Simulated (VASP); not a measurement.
Crystal: HfIn4SiO6.

```
Hf In Si O
1.0
     2.71585   -4.70357    0.00833
     2.71585    4.70357    0.00833
    -1.87915    0.00000    7.40127
Hf In Si O
1 4 1 6
Direct
  0.78835 0.21165 0.00000
  0.62175 0.37825 0.50000
  0.45502 0.54498 0.00000
  0.28407 0.71593 0.50000
  0.95814 0.04186 0.50000
  0.12168 0.87832 0.00000
  0.06219 0.11415 0.86666
  0.88585 0.93781 0.13334
  0.79490 0.53784 0.86663
  0.46216 0.20510 0.13337
  0.15352 0.62879 0.13333
  0.37121 0.84648 0.86667
```

The cell was built by a generator and needn't be a form met in nature.

| Item | Value |
| --- | --- |
| Program | VASP 6.6.1 |
| Task | relaxation of cell and atoms |
| Functional | r2SCAN |
| Potentials or basis | VASP PAW PBE potentials, release 64 (Hf_pv, In_d, Si, O) |
| Cutoff | 600 eV |
| k mesh | 6 × 6 × 4 |
| Occupations | fermi-dirac, width 0.05 eV |
| Spin | no spin polarisation |

At the start: pressure -4.8 GPa; volume 15.77 Å³/atom.

Where does the relaxation end?

Over 11 steps the energy falls by 9.5 meV/atom and the volume is 15.10 Å³/atom (-4.3 %); space group C2 (No. 5, to 0.05 Å).

The path:
| step | energy change (eV) | largest force (eV/Å) | pressure (GPa) | volume (Å³) |
| --- | --- | --- | --- | --- |
| 1 | 0.0000 | 0.3857 | -4.79 | 189.24 |
| 2 | 0.0466 | 0.8282 | 6.11 | 176.63 |
| 3 | -0.1024 | 0.1388 | -0.25 | 183.34 |
| 4 | -0.1024 | 0.1489 | -0.15 | 183.22 |
| 5 | -0.1091 | 0.0814 | -0.06 | 182.47 |
| 6 | -0.1127 | 0.0846 | 0.11 | 181.18 |
| 7 | -0.1128 | 0.0685 | 0.08 | 181.37 |
| 8 | -0.1144 | 0.0268 | -0.15 | 181.39 |
| 9 | -0.1144 | 0.0255 | -0.16 | 181.39 |
| 10 | -0.1144 | 0.0341 | 0.19 | 180.94 |
| 11 | -0.1145 | 0.0159 | 0.02 | 181.16 |

Final structure:
```
Hf In Si O
1.0
     2.68759   -4.65099    0.00796
     2.68759    4.65099    0.00796
    -1.86010    0.00000    7.24082
Hf In Si O
1 4 1 6
Direct
  0.78827 0.21173 0.00000
  0.62150 0.37850 0.50000
  0.45498 0.54502 0.00000
  0.28473 0.71527 0.50000
  0.95777 0.04223 0.50000
  0.12165 0.87835 0.00000
  0.06209 0.11436 0.86583
  0.88564 0.93791 0.13417
  0.79417 0.53724 0.86574
  0.46276 0.20583 0.13426
  0.15415 0.62887 0.13419
  0.37113 0.84585 0.86581
```

Caveat: the PAW data sets were made with another functional, which shifts forces and pressure a little.
